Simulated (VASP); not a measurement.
VASP input:

**POSCAR**
```
VAl
1
    0.0000000000     2.8416827974     2.8416827974
    2.8416827974     0.0000000000     2.8416827974
    2.8416827974     2.8416827974     0.0000000000
V Al
1 1
Direct
  0.0000000000   0.0000000000   0.0000000000
  0.2500000000   0.2500000000   0.2500000000
```

### KPOINTS
```
Automatic mesh
0
Gamma
10 10 10
0 0 0
```

**INCAR**
```
SYSTEM = VAl
PREC = Accurate
ENCUT = 400
EDIFF = 1E-6
NELM = 100
ALGO = Normal
LREAL = .FALSE.
LASPH = .TRUE.
ISMEAR = 1
SIGMA = 0.1
GGA = PS
LMAXMIX = 4
LWAVE = .FALSE.
LCHARG = .FALSE.
IBRION = 2
ISIF = 3
NSW = 60
EDIFFG = -0.01
```

POTCAR, in this order: V_sv Al (PBE.64 set). Program: vasp_std.

Q: Translate this PBEsol calculation to Ansatz.

A: One equivalent input (not run):
Ansatz 0.2 input:
```yaml
crystal:
  lattice:
    - [0.0000000, 2.8416828, 2.8416828]
    - [2.8416828, 0.0000000, 2.8416828]
    - [2.8416828, 2.8416828, 0.0000000]
  atoms:
    - { symbol: V, position: [0.0000000, 0.0000000, 0.0000000] }
    - { symbol: Al, position: [0.2500000, 0.2500000, 0.2500000] }
kpoints:
  mp_grid: { grid: [10, 10, 10] }
hamiltonian:
  xc: pbesol
  pseudopotentials: { kind: paw }
scf:
  occupations: { method: methfessel_paxton, width: 0.1 }
  max_iter: 100
relax:
  max_steps: 60
  f_tol: 0.01
  cell: {}
output: { forces: true, stress: true, eigenvalues: true }
```
What does not carry over: each code has its own PAW files, so the cut-off isn't converted (ENCUT is set for VASP's; basis.ecutwfc is left out, and Ansatz then takes the one that its files recommend); Ansatz stops its SCF on the density residual and VASP on the energy change (EDIFF).

The structure was generated: VAl was put into the zinc blende type (F-43m), which need not be its known phase. This run relaxes it. Symmetry was kept, so distortions that lower it aren't found. The start is the result of an earlier pass.
